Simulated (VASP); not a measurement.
```xyz
8
Lattice="0.0000 2.2033 2.2033 2.2033 0.0000 2.2033 8.8444 8.8444 -0.0311" Properties=species:S:1:pos:R:3 pbc="T T T"
Nb     8.8437     8.8437    -0.0305
Nb     4.4144     2.2111     2.1955
Nb     6.6261     6.6261     4.3904
Nb     8.8366     6.6333     2.1800
N      2.2209     2.2209     2.1858
N      4.4046     4.4046     2.2053
C      6.6171     6.6171     2.1961
C      8.8527     8.8527     2.1638
```

Level of theory: PBEsol GGA, VASP's PBE PAW potentials (set 64) (plane waves; VASP 6.6.1). Run with 520 eV cut-off, Gaussian smearing of 0.050 eV, potentials Nb_sv N C.

Task: Give the energies of bands 28 to 41 at the high-symmetry points, in eV from the Fermi level.

Result: 
```tsv
band	Γ	T	H2	L	S0	F
28	-4.46	-3.61	-5.01	-5.06	-5.00	-5.07
29	-4.46	-3.61	-4.98	-4.81	-4.99	-4.66
30	-2.06	-3.47	-4.71	-4.49	-4.71	-4.43
31	-1.75	-2.84	-4.52	-3.87	-4.51	-4.38
32	-1.73	-2.84	-4.46	-2.94	-4.47	-2.89
33	-1.73	-1.19	-0.17	-2.74	-0.18	-2.34
34	-1.69	-1.19	-0.07	-1.77	0.07	-1.17
35	-1.69	-1.11	0.24	0.61	0.11	-0.78
36	-0.15	-1.11	0.66	0.86	0.64	1.78
37	-0.15	-1.03	1.15	1.83	1.09	1.83
38	-0.07	-0.38	1.18	2.19	1.39	1.84
39	-0.07	1.00	1.62	2.20	1.43	2.29
40	0.10	1.01	1.72	2.62	1.79	2.40
41	0.13	1.33	2.54	2.69	2.50	2.48
```

It has no gap at this level: it comes out as a metal or semimetal.

The structure was generated: Nb4C2N2 was put into an ordered model structure (R-3m), which need not be its known phase. It was relaxed first.
